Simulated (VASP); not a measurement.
The system is BaTiO3.

```xyz
5
Lattice="4.0060 0.0000 0.0000 0.0000 4.0060 0.0000 0.0000 0.0000 4.0060" Properties=species:S:1:pos:R:3 pbc="T T T"
Ba    2.0030    2.0030    2.0030
Ti    0.0000    0.0000    0.0000
O     2.0030    0.0000    0.0000
O     0.0000    2.0030    0.0000
O     0.0000    0.0000    2.0030
```

The cell was built by a generator and needn't be a form met in nature.

| Property | Result |
| --- | --- |
| Program | VASP 6.6.1 |
| Task | relaxation of cell and atoms |
| Functional | PBEsol |
| Potentials or basis | VASP PAW PBE potentials, release 64 (Ba_sv, Ti_sv, O) |
| Cutoff | 600 eV |
| k mesh | 8 × 8 × 8 |
| Occupations | gaussian, width 0.03 eV |
| Spin | no spin polarisation |

At the start: pressure -2.9 GPa; volume 12.86 Å³/atom.

Problem. Where does the relaxation end?

Solution. Over 3 steps the energy falls by 2.1 meV/atom and the volume is 12.64 Å³/atom (-1.7 %); space group Pm-3m (No. 221, to 0.05 Å).

Step by step:
```csv
step,energy change (eV),largest force (eV/Å),pressure (GPa),volume (Å³)
1,0.0000,0.0000,-2.93,64.29
2,0.0001,0.0000,3.16,62.12
3,-0.0103,0.0000,0.00,63.19
```

Final structure:
```xyz
5
Lattice="3.9831 0.0000 0.0000 0.0000 3.9831 0.0000 0.0000 0.0000 3.9831" Properties=species:S:1:pos:R:3 pbc="T T T"
Ba    1.9915    1.9915    1.9915
Ti    0.0000    0.0000    0.0000
O     1.9915    0.0000    0.0000
O     0.0000    1.9915    0.0000
O     0.0000    0.0000    1.9915
```

Caveat: the PAW data sets were made with another functional, which shifts forces and pressure a little.
